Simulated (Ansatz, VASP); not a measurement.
# CaRuO: VASP beside Ansatz

The input INCAR:

```
PREC = Accurate ; ENCUT = 520
EDIFF = 1E-6 ; ISMEAR = 0
SIGMA = 0.1 ; LREAL = F
LASPH = T ; NELM = 150
ALGO = Normal ; ISIF = 2
LWAVE = F ; LCHARG = F
ISPIN = 2 ; MAGMOM = 0 1 0
LORBIT = 11 ; LMAXMIX = 4
GGA = PE ; NBANDS = 26
```

File KPOINTS:

```
Automatic mesh
0
Gamma
  4 4 6
```

File POSCAR:

```
CaRuO
1.0
    4.4416755000      0.0000000000      0.0000000000
    0.0000000000      4.4416755000      0.0000000000
    0.0000000000      0.0000000000      2.7522952900
Ca Ru O
1 1 1
Direct
    0.5000000000      0.5000000000      0.5000000000
    0.0000000000      0.0000000000      0.5000000000
    0.0000000000      0.0000000000      0.0000000000
```

Input for Ansatz:

```yaml
crystal:
  lattice:
    - [4.4416755, 0.0, 0.0]
    - [0.0, 4.4416755, 0.0]
    - [0.0, 0.0, 2.75229529]
  atoms:
    - { symbol: Ca, position: [0.5, 0.5, 0.5] }
    - { symbol: Ru, position: [0.0, 0.0, 0.5], spin: 1.0 }
    - { symbol: O, position: [0.0, 0.0, 0.0] }
basis:
  ecutwfc: 420
kpoints:
  mp_grid: { grid: [4, 4, 6] }
hamiltonian:
  xc: pbe
scf:
  occupations: { method: gaussian, width: 0.1 }
  lower_state_search: "off"
output:
  forces: true
  stress: true
  eigenvalues: true
  populations: true
magnetization:
  spin_polarized: true
```

Alike in both runs: task single point; functional PBE; k mesh 4 × 4 × 6; occupations gaussian, width 0.1 eV; collinear spin.

|  | VASP | Ansatz |
| --- | --- | --- |
| version | VASP 6.6.1 | Ansatz 0.2.0 |
| potentials or method | VASP PAW PBE potentials, release 64 (Ca_sv, Ru_pv, O) | scalar-relativistic, plane waves, PAW |
| plane-wave cutoff (eV) | 520 | 420 |
| valence electrons in the cell | 30 | 32 |

```tsv
	VASP	Ansatz	Ansatz less VASP
gap on the k mesh at the Fermi level (eV)	none	none	-
net moment per atom (μB)	0.00	0.08	+0.082
size of the moment on the site where the two differ most (μB)	0.00	0.13	+0.131
```

Site moments also hang on the region over which each program counts them. A gap of «none» marks a metal or a gap that the smearing closes. The two sets of potentials don't hold the same shells in valence.

Caveats: the k mesh is coarse (spacing up to 0.38 Å⁻¹), so the values aren't converged.
